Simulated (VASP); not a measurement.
Calculation: PBE GGA with D3 dispersion (Becke-Johnson damping), VASP's PBE PAW potentials (set 64) (plane waves; VASP).

VASP ran on this input.

### POSCAR
```
MnS
1.0
  5.0279689644   2.5034800159   2.5034800159
  2.5034800159   5.0279689644   2.5034800159
  2.5034800159   2.5034800159   5.0279689644
Mn S
2 2
Cartesian
  7.5314489803   7.5314489803   5.0069600318
  5.0174644981   5.0174644981   5.0174644981
  2.5087322491   2.5087322491   2.5087322491
  7.5261967472   7.5261967472   7.5261967472
```

### KPOINTS
```
Automatic mesh
0
Gamma
7 7 7
0 0 0
```

INCAR:
```
SYSTEM = MnS
PREC = Accurate
ENCUT = 520
EDIFF = 1E-7
NELM = 100
ALGO = Normal
LREAL = .FALSE.
LASPH = .TRUE.
ISMEAR = 0
SIGMA = 0.05
GGA = PE
IVDW = 12
LMAXMIX = 4
ISPIN = 2
MAGMOM = 4.1 -4.1 0.0 0.0
LORBIT = 10
LWAVE = .FALSE.
LCHARG = .FALSE.
ISIF = 4
IBRION = 2
NSW = 30
EDIFFG = -0.01
```

POTCAR, in this order: Mn_pv S (PBE.64 set). Program: vasp_std.

The resulting files:

File OSZICAR:
```
       N       E                     dE             d eps       ncg     rms          rms(c)
DAV:   1     0.385988839289E+03    0.38599E+03   -0.21495E+04  4208   0.182E+03
DAV:   2     0.420549067208E+01   -0.38178E+03   -0.37650E+03  4055   0.491E+02
DAV:   3    -0.295144954143E+02   -0.33720E+02   -0.33157E+02  5750   0.136E+02
DAV:   4    -0.305186738815E+02   -0.10042E+01   -0.99533E+00  4643   0.222E+01
DAV:   5    -0.305417520402E+02   -0.23078E-01   -0.23074E-01  5131   0.383E+00    0.175E+01
DAV:   6    -0.284595262464E+02    0.20822E+01   -0.27502E+01  5242   0.493E+01    0.159E+01
DAV:   7    -0.283791108726E+02    0.80415E-01   -0.28115E+00  4911   0.198E+01    0.916E+00
DAV:   8    -0.283970286129E+02   -0.17918E-01   -0.33272E-01  5410   0.512E+00    0.437E+00
DAV:   9    -0.283834130450E+02    0.13616E-01   -0.64169E-02  5466   0.247E+00    0.348E-01
DAV:  10    -0.283856650264E+02   -0.22520E-02   -0.12095E-02  5059   0.731E-01    0.210E-01
DAV:  11    -0.283857667733E+02   -0.10175E-03   -0.81063E-04  4630   0.236E-01    0.128E-01
DAV:  12    -0.283858085671E+02   -0.41794E-04   -0.27076E-04  5044   0.928E-02    0.960E-02
DAV:  13    -0.283858355773E+02   -0.27010E-04   -0.22048E-05  4483   0.394E-02    0.508E-02
DAV:  14    -0.283858414137E+02   -0.58364E-05   -0.14752E-05  4426   0.347E-02    0.121E-02
DAV:  15    -0.283858425561E+02   -0.11424E-05   -0.87784E-07  4780   0.950E-03    0.313E-03
DAV:  16    -0.283858426292E+02   -0.73110E-07   -0.14626E-07  3728   0.257E-03
   1 F= -.30194312E+02 E0= -.30194312E+02  d E =-.301943E+02  mag=     0.0000
       N       E                     dE             d eps       ncg     rms          rms(c)
DAV:   1    -0.283863977242E+02   -0.55517E-03   -0.21932E-02  4104   0.125E+00    0.168E-01
DAV:   2    -0.283861103318E+02    0.28739E-03   -0.56713E-04  4650   0.240E-01    0.971E-02
DAV:   3    -0.283860194486E+02    0.90883E-04   -0.10861E-04  5671   0.113E-01    0.522E-02
DAV:   4    -0.283860063079E+02    0.13141E-04   -0.31312E-05  5286   0.435E-02    0.141E-02
DAV:   5    -0.283860064660E+02   -0.15809E-06   -0.14392E-06  4169   0.118E-02    0.889E-03
DAV:   6    -0.283860065576E+02   -0.91579E-07   -0.13616E-07  3609   0.328E-03
   2 F= -.30194475E+02 E0= -.30194475E+02  d E =-.163092E-03  mag=     0.0000
```

File OUTCAR:
```
------------------------ aborting loop because EDIFF is reached ----------------------------------------
 Edisp (eV)   -1.80847
  FORCE on cell =-STRESS in cart. coord.  units (eV):
  Direction    XX          YY          ZZ          XY          YZ          ZX
  --------------------------------------------------------------------------------------
  Total       0.05629     0.05629     0.05629    -0.03430    -0.03430    -0.03430
  in kB       1.41029     1.41029     1.41029    -0.85942    -0.85942    -0.85942
  external pressure =        1.41 kB  Pullay stress =        0.00 kB
  volume of cell :       63.95
      direct lattice vectors                 reciprocal lattice vectors
     5.024810276  2.498726712  2.498726712     0.297172434 -0.098697288 -0.098697288
     2.498726712  5.024810276  2.498726712    -0.098697288  0.297172434 -0.098697288
     2.498726712  2.498726712  5.024810276    -0.098697288 -0.098697288  0.297172434
 POSITION                                       TOTAL-FORCE (eV/Angst)
 -----------------------------------------------------------------------------------
      4.99745      7.52354      7.52354        -0.000000     -0.000000     -0.000000
      5.01113      5.01113      5.01113        -0.000000     -0.000000      0.000000
      2.50557      2.50557      2.50557         0.000000      0.000000     -0.000000
      7.51670      7.51670      7.51670         0.000000      0.000000     -0.000000
 -----------------------------------------------------------------------------------
    total drift:                                0.000000     -0.000000     -0.000000
  FREE ENERGIE OF THE ION-ELECTRON SYSTEM (eV)
  ---------------------------------------------------
  free  energy   TOTEN  =       -30.1944748362 eV

  energy  without entropy=      -30.1944748362  energy(sigma->0) =      -30.19447484

 total charge

# of ion       s       p       d       tot
------------------------------------------
    1        0.228   6.191   4.993  11.412
    2        0.228   6.191   4.993  11.412
    3        1.325   2.438   0.000   3.764
    4        1.325   2.438   0.000   3.764
--------------------------------------------------
tot          3.107  17.258   9.986  30.352

 magnetization (x)

# of ion       s       p       d       tot
------------------------------------------
    1        0.015   0.015   4.038   4.068
    2       -0.015  -0.015  -4.038  -4.068
    3        0.000   0.000   0.000   0.000
    4        0.000   0.000   0.000   0.000
--------------------------------------------------
tot          0.000   0.000   0.000   0.000

 reached required accuracy - stopping structural energy minimisation
```
(Selected blocks of OUTCAR.)

**CONTCAR**
```
MnS
   1.00000000000000
     5.0248102758459332    2.4987267123512602    2.4987267123512602
     2.4987267123512602    5.0248102758459332    2.4987267123512602
     2.4987267123512602    2.4987267123512602    5.0248102758459332
  Mn              S
     2     2
Direct
     0.0000000000000000    1.0000000000000000    1.0000000000000000
     0.5000000000000000    0.5000000000000000    0.5000000000000000
     0.2500000000000000    0.2500000000000000    0.2500000000000000
     0.7500000000000000    0.7500000000000000    0.7500000000000000
```

The compound is MnS in the rock salt, AFM-II order structure. This run relaxes it. Symmetry was kept, so distortions that lower it aren't found.
